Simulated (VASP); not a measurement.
VASP ran on this input.

File POSCAR:
```
YB
1
    0.0000000000     2.6816900000     2.6816900000
    2.6816900000     0.0000000000     2.6816900000
    2.6816900000     2.6816900000     0.0000000000
B Y
1 1
Direct
  0.0000000000   0.0000000000   0.0000000000
  0.5000000000   0.5000000000   0.5000000000
```

File KPOINTS:
```
Automatic mesh
0
Gamma
9 9 9
0 0 0
```

**INCAR**
```
SYSTEM = YB
PREC = Accurate
ENCUT = 520
EDIFF = 1E-6
NELM = 60
ALGO = Normal
LREAL = .FALSE.
LASPH = .TRUE.
ISMEAR = 1
SIGMA = 0.1
GGA = PE
LMAXMIX = 4
LWAVE = .FALSE.
LCHARG = .FALSE.
ISIF = 2
IMIX = 1
AMIX = 1.9
BMIX = 0.0001
```

POTCAR, in this order: B Y_sv (PBE.64 set). Program: vasp_std.

Output of the run:

standard output:
```
 POSCAR found type information on POSCAR B Y
 POSCAR found :  2 types and       2 ions
 Reading from existing POTCAR
 Reading from existing POTCAR
 LDA part: xc-table for (Slater+PW92), standard interpolation
 POSCAR, INCAR and KPOINTS ok, starting setup
 WAVECAR not read
 entering main loop
       N       E                     dE             d eps       ncg     rms          rms(c)
DAV:   1     0.331596116651E+02    0.33160E+02   -0.73238E+03   770   0.121E+03
DAV:   2    -0.110083447684E+02   -0.44168E+02   -0.42718E+02   953   0.214E+02
DAV:   3    -0.135114103836E+02   -0.25031E+01   -0.24414E+01  1147   0.375E+01
DAV:   4    -0.136389239352E+02   -0.12751E+00   -0.12742E+00  1047   0.631E+00
DAV:   5    -0.136416758105E+02   -0.27519E-02   -0.27517E-02  1085   0.820E-01    0.293E+01
DAV:   6    -0.288423963682E+02   -0.15201E+02   -0.12009E+02   971   0.575E+01    0.297E+01
DAV:   7    -0.195131474385E+03   -0.16629E+03   -0.14768E+03  1192   0.189E+02    0.732E+01
DAV:   8    -0.184468421718E+04   -0.16496E+04   -0.15925E+04  1211   0.139E+03    0.532E+02
DAV:   9    -0.560561485068E+04   -0.37609E+04   -0.34428E+04  1102   0.169E+03    0.107E+03
DAV:  10    -0.118478693019E+05   -0.62423E+04   -0.70261E+04  1529   0.182E+03    0.200E+03

 -----------------------------------------------------------------------------
|                                                                             |
|     EEEEEEE  RRRRRR   RRRRRR   OOOOOOO  RRRRRR      ###     ###     ###     |
|     E        R     R  R     R  O     O  R     R     ###     ###     ###     |
|     E        R     R  R     R  O     O  R     R     ###     ###     ###     |
|     EEEEE    RRRRRR   RRRRRR   O     O  RRRRRR       #       #       #      |
|     E        R   R    R   R    O     O  R   R                               |
|     E        R    R   R    R   O     O  R    R      ###     ###     ###     |
|     EEEEEEE  R     R  R     R  OOOOOOO  R     R     ###     ###     ###     |
|                                                                             |
|     ERROR FEXCP: supplied Exchange-correletion table                        |
|      is too small, maximal index : 4160                                     |
|                                                                             |
|       ---->  I REFUSE TO CONTINUE WITH THIS SICK JOB ... BYE!!! <----       |
|                                                                             |
 -----------------------------------------------------------------------------
```

### Question
Read input and log: which fault does this run have?
(A) one atom is typed twice, on or next to the same site
(B) the mesh has unequal divisions along equivalent axes and breaks the lattice's symmetry
(C) ICHARG = 11 asks for a fixed density, but there is no CHGCAR
(D) simple mixing (IMIX = 1) with AMIX above 1 overshoots

### Answer
D, simple mixing (IMIX = 1) with AMIX above 1 overshoots. VASP stops with an error: ERROR FEXCP: supplied Exchange-correletion table is too small, maximal index : 4160 ----> I REFUSE TO CONTINUE WITH THIS SICK JOB ... BYE!!! <----

To mend it, remove IMIX, remove AMIX, remove BMIX.

The mended run (PBE GGA, plane waves, VASP's PBE PAW potentials (set 64)) converges, and its OSZICAR ends with
```
   1 F= -.12529951E+02 E0= -.12530265E+02  d E =0.943045E-03
```

The structure was generated: YB was put into the rocksalt type (Fm-3m), which need not be its known phase. The cell was not relaxed at this level.
